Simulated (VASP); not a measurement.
```xyz
9
Lattice="4.9465 0.0000 0.0000 -2.4733 4.2838 0.0000 0.0000 0.0000 27.1496" Properties=species:S:1:pos:R:3 pbc="T T T"
Cl     2.4733     1.4279     8.4669
Cl     0.0000     2.8559    12.5684
Cl     0.0000     0.0000    10.5656
Cl     0.0000     0.0000    16.5840
Cl     2.4733     1.4279    14.5811
Cl     0.0000     2.8559    18.6827
Sr     0.0000     2.8559     9.5644
Sr     0.0000     0.0000    13.5748
Sr     2.4733     1.4279    17.5851
```

Calculation: r2SCAN meta-GGA, VASP's PBE PAW potentials (set 64) (plane waves; VASP). Run with PREC = Normal, 400 eV cut-off, 5×5×1 Γ-centred mesh, Gaussian smearing of 0.050 eV, potentials Cl Sr_sv.

### Question
Estimate the energy per atom (σ→0).

### Answer

The energy per atom (σ→0) is -11.829 eV/atom.

Only differences to runs with the same potentials and settings are physical.

The cell is a thin slab with vacuum, built from SrCl2 (fluorite): (111) face.
